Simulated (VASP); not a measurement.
Runs of VASP 6.6.1 on LiBi2I2O2. It takes space group P-4m2 (No. 115, tetragonal). The conventional cell has a = 4.233 Å, b = 4.233 Å, c = 10.000 Å, α = 90.00°, β = 90.00°, γ = 90.00°. Bi (site symmetry 2mm) has 4 O at 2.38 Å as nearest neighbours. Around I (site symmetry 2mm) lie 2 Li at 2.76 Å. O (site symmetry -4m2) is surrounded by 4 Bi at 2.38 Å. Around O (site symmetry -4m2) lie 4 Bi at 2.38 Å. Around Li (site symmetry -4m2) lie 4 I at 2.76 Å. The cell comes from a database or a generator and needn't be the stable form of this composition.

```csv
level,potentials or basis,cell,k mesh,cutoff (eV),smearing,further INCAR settings,gap on the mesh (eV),pressure (GPa),largest force (eV/Å)
RPBE,"VASP PAW PBE potentials, release 64 (Bi_d_GW, I_GW, O_GW, Li_GW)",as given,6 × 6 × 3,550,gaussian 0.05 eV,ALGO = Fast; EDIFF = 1.00e-06,none,1.9,0.18
rev-vdW-DF2,"VASP PAW PBE potentials, release 64 (Bi_d, I, O, Li_sv)",as given,6 × 6 × 3,520,fermi-dirac 0.02 eV,ALGO = Normal; EDIFF = 1.00e-06,none,-,0.07
RPBE,"VASP PAW PBE potentials, release 64 (Bi_d_GW, I_GW, O_GW, Li_GW)",as given,6 × 6 × 3,550,gaussian 0.05 eV,ALGO = Normal; EDIFF = 1e-06,none,1.9,0.18
revPBE,"VASP PAW PBE potentials, release 64 (Bi_d, I, O, Li_sv)",volume scaled by 0.8,7 × 7 × 3,520,fermi-dirac 0.05 eV,ALGO = Normal; EDIFF = 1e-06,none,-,(a)
```

Alike in all rows: task single point; no spin polarisation.

Problem. Fill in the values left out.

Solution. (a) 3.57.

Caveats: the PAW data sets were made with another functional, which shifts forces and pressure a little; spin-orbit coupling is left out, which moves the levels of the heavy elements; an odd number of electrons without spin polarisation forces a metal; a magnetic or distorted state may lie lower; the cutoff is under 1.25 times the usual one of these potentials, so pressure, stress and relaxed cells hold a basis-set (Pulay) error (some runs).

A k mesh can miss the band edges, and the runs leave out spin-orbit coupling on Bi, I.

A gap of «none» marks a metal or a gap under the smearing width.

The runs don't all hold the same shells in valence.

Runs at the PBE level aren't shown here.
